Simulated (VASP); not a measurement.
Write the native input for VASP 6.6.1 that does the following.

- Task: single point
- Functional: LDA
- Potentials or basis: VASP PAW LDA potentials, release 64 (Ca_sv, Cu, O)
- Cutoff: 520 eV
- k mesh: 8 × 4 × 4
- Occupations: gaussian, width 0.02 eV
- Spin: collinear spin, typed start
- Starting moments: [0.0, 0.0, 0.0, 0.0, 1.0, 1.0, 0.0, 0.0, 0.0, 0.0, 0.0, 0.0] μB
- Fixed moment: 2 μB
- Dipole correction: no
- Further INCAR settings: ALGO = Normal; EDIFF = 1e-07; NBANDS = 65

The structure of Ca2CuO3 lies in POSCAR:

```
Ca2CuO3
1.0
    3.2620000000      0.0000000000      0.0000000000
    0.0000000000      7.5160000000      0.0000000000
    1.6310000000      1.8790000000      6.1440000000
Ca Cu O
4 2 6
Direct
    0.6500000000      0.0750000000      0.7000000000
    0.6500000000      0.5750000000      0.7000000000
    0.3500000000      0.4250000000      0.3000000000
    0.3500000000      0.9250000000      0.3000000000
    0.0000000000      0.2500000000      0.0000000000
    0.0000000000      0.7500000000      0.0000000000
    0.8400000000      0.1700000000      0.3200000000
    0.8400000000      0.6700000000      0.3200000000
    0.1600000000      0.3300000000      0.6800000000
    0.1600000000      0.8300000000      0.6800000000
    0.0000000000      0.0000000000      0.0000000000
    0.0000000000      0.5000000000      0.0000000000
```

These files were run (other wordings do the same):

INCAR

```
SYSTEM = Ca2CuO3
ALGO     = Normal         ! electronic algorithm
EDIFF    = 1E-7           ! SCF threshold, eV
ENCUT    = 520            ! plane-wave cutoff, eV
ISIF     = 2              ! what is computed and relaxed
ISMEAR   = 0              ! smearing method
ISPIN    = 2              ! spin polarisation
LASPH    = .TRUE.         ! aspherical terms in the spheres
LCHARG   = .FALSE.        ! write CHGCAR
LMAXMIX  = 4              ! l up to which the mixer works
LORBIT   = 11             ! projections on sites
LREAL    = .FALSE.        ! projectors in reciprocal space
LWAVE    = .FALSE.        ! write WAVECAR
MAGMOM   = 0 0 0 0 1 1 0 0 0 0 0 0 ! initial moments
NBANDS   = 65             ! bands
NELM     = 150            ! most SCF steps
NUPDOWN  = 2.0            ! fixed moment
PREC     = Accurate       ! precision mode
SIGMA    = 0.02           ! smearing width, eV
```

KPOINTS

```
k-points
0
G
  8 4 4
  0 0 0
```

Potentials or basis: VASP PAW LDA potentials, release 64 (Ca_sv, Cu, O).

The run is started by

```console
$ cat potpaw_LDA.64/Ca_sv/POTCAR potpaw_LDA.64/Cu/POTCAR potpaw_LDA.64/O/POTCAR > POTCAR
$ mpirun -np 1 vasp_std > vasp.out
```

It gave:

```
Pressure                                              : -6.6 GPa
Largest force                                         : 0.210 eV/Å
Net moment                                            : 2.00 μB per cell
Site moments                                          : Ca +0.00; Cu +0.55; O +0.12, +0.15 μB
Valence electrons inside the program's atomic spheres : Ca 8.19; Cu 10.01; O 4.95, 5.00
```

Caveat: the total moment is fixed, so each spin has its own Fermi level.

Run time: 15 min on 1 thread of Intel(R) Xeon(R) 6975P-C (Granite Rapids), on a shared host, peak memory 0.75 GiB.
